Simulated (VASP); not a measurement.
Output of a VASP run:

File OUTCAR:
```
 ion  position               nearest neighbor table
   1  0.333  0.667  0.250-   2 3.36   2 3.36   2 3.36   2 3.36   2 3.36   2 3.36
   2  0.667  0.333  0.750-   1 3.36   1 3.36   1 3.36   1 3.36   1 3.36   1 3.36
  LATTYP: Found a hexagonal cell.
 ALAT       =     3.4842963626
 C/A-ratio  =     1.5417724411
 Subroutine PRICEL returns:
 Original cell was already a primitive cell.
 Subroutine GETGRP returns: Found 24 space group operations
The static configuration has the point symmetry D_3d.
 The point group associated with its full space group is D_6h.
The dynamic configuration has the point symmetry D_3d.
 Subroutine INISYM returns: Found 24 space group operations
 Subroutine IBZKPT returns following result:
 Found     76 irreducible k-points:

 Following reciprocal coordinates:
            Coordinates               Weight
  0.000000  0.000000  0.000000      1.000000
  0.083333  0.000000  0.000000      6.000000
  0.166667 -0.000000  0.000000      6.000000
  0.250000  0.000000  0.000000      6.000000
  0.333333  0.000000  0.000000      6.000000
  0.416667  0.000000  0.000000      6.000000
  0.500000  0.000000  0.000000      3.000000
  0.083333  0.083333  0.000000      6.000000
  0.166667  0.083333  0.000000     12.000000
  0.250000  0.083333  0.000000     12.000000
  0.333333  0.083333  0.000000     12.000000
  0.416667  0.083333  0.000000     12.000000
  0.166667  0.166667  0.000000      6.000000
  0.250000  0.166667  0.000000     12.000000
  0.333333  0.166667  0.000000     12.000000
  0.416667  0.166667  0.000000      6.000000
  0.250000  0.250000  0.000000      6.000000
  0.333333  0.250000  0.000000     12.000000
  0.333333  0.333333  0.000000      2.000000
  0.000000  0.000000  0.166667      2.000000
  0.083333  0.000000  0.166667     12.000000
  0.166667 -0.000000  0.166667     12.000000
  0.250000  0.000000  0.166667     12.000000
  0.333333  0.000000  0.166667     12.000000
  0.416667  0.000000  0.166667     12.000000
  0.500000  0.000000  0.166667      6.000000
  0.083333  0.083333  0.166667     12.000000
  0.166667  0.083333  0.166667     24.000000
  0.250000  0.083333  0.166667     24.000000
  0.333333  0.083333  0.166667     24.000000
  0.416667  0.083333  0.166667     24.000000
  0.166667  0.166667  0.166667     12.000000
  0.250000  0.166667  0.166667     24.000000
  0.333333  0.166667  0.166667     24.000000
  0.416667  0.166667  0.166667     12.000000
  0.250000  0.250000  0.166667     12.000000
  0.333333  0.250000  0.166667     24.000000
  0.333333  0.333333  0.166667      4.000000
  0.000000  0.000000  0.333333      2.000000
  0.083333  0.000000  0.333333     12.000000
   k-points           NKPTS =     76   k-points in BZ     NKDIM =     76   number of bands    NBANDS=     13
   number of dos      NEDOS =    301   number of ions     NIONS =      2
   total plane-waves  NPLWV =  31360
   dimension x,y,z NGX =    28 NGY =   28 NGZ =   40
   dimension x,y,z NGXF=    56 NGYF=   56 NGZF=   80
   ions per type =               2
   PREC   = accura    normal or accurate (medium, high low for compatibility)
   ISTART =      0    job   : 0-new  1-cont  2-samecut
   ICHARG =      2    charge: 1-file 2-atom 10-const
   ISPIN  =      1    spin polarized calculation?
   LNONCOLLINEAR =      F non collinear calculations
   LSORBIT =      F    spin-orbit coupling
   INIWAV =      1    electr: 0-lowe 1-rand  2-diag
   ENCUT  =  480.0 eV  35.28 Ry    5.94 a.u.   6.22  6.22  9.60*2*pi/ulx,y,z
   NELM   =    100;   NELMIN=  2; NELMDL= -5     # of ELM steps
   EDIFF  = 0.1E-06   stopping-criterion for ELM
   LREAL  =      F    real-space projection
   NLSPLINE    = F    spline interpolate recip. space projectors
   LMAXMIX     =    6 max onsite mixed and CHGCAR
   VOSKOWN=      0    Vosko Wilk Nusair interpolation
   EDIFFG = 0.1E-05   stopping-criterion for IOM
   NSW    =      0    number of steps for IOM
...
```

File OSZICAR:
```
       N       E                     dE             d eps       ncg     rms          rms(c)
DAV:   1     0.622321652799E+02    0.62232E+02   -0.81763E+03  1984   0.124E+03
DAV:   2    -0.501615201805E+01   -0.67248E+02   -0.66209E+02  2004   0.383E+02
DAV:   3    -0.963946653011E+01   -0.46233E+01   -0.43318E+01  3300   0.623E+01
DAV:   4    -0.977931333872E+01   -0.13985E+00   -0.12355E+00  3166   0.863E+00
DAV:   5    -0.978098104703E+01   -0.16677E-02   -0.16665E-02  2806   0.826E-01    0.249E+01
DAV:   6    -0.978273865519E+01   -0.17576E-02   -0.29750E-02  3127   0.198E+00    0.149E+01
DAV:   7    -0.979790566496E+01   -0.15167E-01   -0.54003E-02  2973   0.263E+00    0.373E-01
DAV:   8    -0.979755295515E+01    0.35271E-03   -0.29367E-03  2579   0.509E-01    0.724E-02
DAV:   9    -0.979755664546E+01   -0.36903E-05   -0.22079E-04  3209   0.161E-01    0.274E-02
DAV:  10    -0.979755196960E+01    0.46759E-05   -0.16976E-05  2692   0.368E-02    0.305E-02
DAV:  11    -0.979755210967E+01   -0.14007E-06   -0.14355E-06  2558   0.131E-02    0.350E-03
DAV:  12    -0.979755224078E+01   -0.13111E-06   -0.16856E-07  1398   0.464E-03    0.985E-04
DAV:  13    -0.979755222449E+01    0.16287E-07   -0.36726E-08  1258   0.353E-03
   1 F= -.97975522E+01 E0= -.97977579E+01  d E =0.616938E-03
```

File OUTCAR:
```
------------------------ aborting loop because EDIFF is reached ----------------------------------------
  FORCE on cell =-STRESS in cart. coord.  units (eV):
  Direction    XX          YY          ZZ          XY          YZ          ZX
  --------------------------------------------------------------------------------------
  Total        0.2999954      0.2999954      0.3373337      0.0000000      0.0000000      0.0000000
  in kB        8.5099886      8.5099889      9.5691684      0.0000000      0.0000000      0.0000000
  external PRESSURE =       8.8630486 kB  Pullay stress =       0.0000000 kB
  volume of cell :       56.48
      direct lattice vectors                 reciprocal lattice vectors
     1.742148152 -3.017489181  0.000000000     0.287001998 -0.165700677  0.000000000
     1.742148152  3.017489181  0.000000000     0.287001998  0.165700677  0.000000000
     0.000000000  0.000000000  5.371992108     0.000000000  0.000000000  0.186150683
 POSITION                                       TOTAL-FORCE (eV/Angst)
 -----------------------------------------------------------------------------------
      1.74215      1.00583      1.34300        -0.000000     -0.000000      0.000000
      1.74215     -1.00583      4.02899         0.000000      0.000000      0.000000
 -----------------------------------------------------------------------------------
    total drift:                               -0.000000      0.000066     -0.000012
  FREE ENERGIE OF THE ION-ELECTRON SYSTEM (eV)
  ---------------------------------------------------
  free  energy   TOTEN  =        -9.7975522245 eV

  energy  without entropy=       -9.7981691623  energy(sigma->0) =       -9.79775787
```
(Selected blocks of OUTCAR.)

POSCAR:
```
Tm
1
    1.7421481519    -3.0174891813     0.0000000000
    1.7421481519     3.0174891813     0.0000000000
    0.0000000000     0.0000000000     5.3719921085
Tm
2
Direct
  0.3333330000   0.6666670000   0.2500000000
  0.6666670000   0.3333330000   0.7500000000
```

### Question
Reconstruct the remaining input files.

### Answer
Several could match; the one computed here: the input of the run itself, PBEsol GGA, plane waves, VASP's PBE PAW potentials (set 64).

**KPOINTS**
```
Automatic mesh
0
gamma
12 12 6
0 0 0
```

### INCAR
```
ISIF = 2
SYSTEM = Tm
LWAVE = .FALSE.
LCHARG = .FALSE.
NELM = 100   # most electronic steps
LMAXMIX = 6   # l cut-off of mixed one-centre charges
SIGMA = 0.1   # width (eV)
ALGO = Normal
ENCUT = 480   # plane-wave cut-off (eV)
PREC = Accurate
EDIFF = 1E-7   # SCF stop (eV)
LREAL = .FALSE.
ISMEAR = 1   # Methfessel-Paxton
GGA = PS   # PBEsol
LASPH = .TRUE.
```

POTCAR, in this order: Tm_3 (PBE.64 set). Program: vasp_std.

The 4f electrons are frozen in the core of the lanthanide potential, so 4f levels, which can set the real gap, and their magnetism are missing.

The compound is Tm in the hcp structure. This cell was strained or had an atom moved on purpose.
